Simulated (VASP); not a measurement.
Method: PBEsol GGA, VASP's PBE PAW potentials (set 64) (plane waves; VASP).

VASP ran on this input.

INCAR:
```
SYSTEM  =  TmB2
PREC  =  Accurate; ENCUT  =  600; LREAL  =  .False.
LASPH  =  .True.
EDIFF  =  1E-7; NELM  =  100; ALGO  =  Normal
LMAXMIX  =  6
ISMEAR  =  1; SIGMA  =  0.1
GGA  =  PS
ISIF  =  2
LWAVE  =  .False.; LCHARG  =  .False.
```

POSCAR:
```
TmB2
1
    3.2211154322     0.0000000000     0.0000000000
   -1.6105577161     2.8035855621     0.0000000000
    0.0000000000     0.0000000000     3.7132801459
Tm B
1 2
Direct
  0.0000000000   0.0000000000   0.0000000000
  0.3333330000   0.6666670000   0.5000000000
  0.6666670000   0.3333330000   0.5000000000
```

File KPOINTS:
```
Automatic mesh
0
Gamma
 10 10 8
```

POTCAR, in this order: Tm_3 B (PBE.64 set). Program: vasp_std.

The resulting files:

OSZICAR:
```
       N       E                     dE             d eps       ncg     rms          rms(c)
DAV:   1     0.617749160969E+02    0.61775E+02   -0.73234E+03  3474   0.142E+03
DAV:   2    -0.165446113370E+02   -0.78320E+02   -0.74115E+02  4025   0.344E+02
DAV:   3    -0.218248943285E+02   -0.52803E+01   -0.47568E+01  5513   0.608E+01
DAV:   4    -0.219704828332E+02   -0.14559E+00   -0.14476E+00  5300   0.747E+00
DAV:   5    -0.219714150654E+02   -0.93223E-03   -0.92931E-03  4625   0.534E-01    0.313E+01
DAV:   6    -0.211264248148E+02    0.84499E+00   -0.20114E+00  5630   0.110E+01    0.217E+01
DAV:   7    -0.211573833987E+02   -0.30959E-01   -0.90108E-01  5656   0.751E+00    0.440E+00
DAV:   8    -0.211171193333E+02    0.40264E-01   -0.37903E-01  5645   0.490E+00    0.580E-01
DAV:   9    -0.211119819767E+02    0.51374E-02   -0.23999E-02  5625   0.133E+00    0.145E-01
DAV:  10    -0.211119909765E+02   -0.89998E-05   -0.53282E-04  4342   0.205E-01    0.157E-01
DAV:  11    -0.211119876854E+02    0.32911E-05   -0.18280E-05  5479   0.551E-02    0.203E-02
DAV:  12    -0.211119876181E+02    0.67268E-07   -0.20477E-06  5632   0.127E-02    0.422E-03
DAV:  13    -0.211119877260E+02   -0.10787E-06   -0.80012E-08  2802   0.319E-03    0.151E-03
DAV:  14    -0.211119877098E+02    0.16133E-07   -0.49669E-08  2577   0.290E-03
   1 F= -.21111988E+02 E0= -.21111768E+02  d E =-.660079E-03
```

**OUTCAR**
```
------------------------ aborting loop because EDIFF is reached ----------------------------------------
  FORCE on cell =-STRESS in cart. coord.  units (eV):
  Direction    XX          YY          ZZ          XY          YZ          ZX
  --------------------------------------------------------------------------------------
  Total        0.5593286      0.1411333      0.5357116     -0.0000000      0.0000000      0.0000000
  in kB       26.7238949      6.7431412     25.5955137     -0.0000000      0.0000000      0.0000000
  external PRESSURE =      19.6875166 kB  Pullay stress =       0.0000000 kB
  volume of cell :       33.53
      direct lattice vectors                 reciprocal lattice vectors
     3.221115432  0.000000000  0.000000000     0.310451463  0.178343050  0.000000000
    -1.610557716  2.803585562  0.000000000     0.000000000  0.356686100  0.000000000
     0.000000000  0.000000000  3.713280146     0.000000000  0.000000000  0.269303678
 POSITION                                       TOTAL-FORCE (eV/Angst)
 -----------------------------------------------------------------------------------
      0.00000      0.00000      0.00000         0.000000      0.000000      0.000000
     -0.00000      1.86906      1.85664         0.000000     -0.026465     -0.000000
      1.61056      0.93453      1.85664        -0.000000      0.026465      0.000000
 -----------------------------------------------------------------------------------
    total drift:                                0.000000      0.000000      0.000000
  FREE ENERGIE OF THE ION-ELECTRON SYSTEM (eV)
  ---------------------------------------------------
  free  energy   TOTEN  =       -21.1119877098 eV

  energy  without entropy=      -21.1113276312  energy(sigma->0) =      -21.11176768
```
(Selected blocks of OUTCAR.)

The 4f electrons are frozen in the core of the lanthanide potential, so 4f levels, which can set the real gap, and their magnetism are missing.

The structure comes from a computed database's TmB2 entry (P6/mmm); how it stands against other phases isn't given here. This cell was strained or had an atom moved on purpose. The electron count is odd and the run is not spin-polarised, which forces a metal.
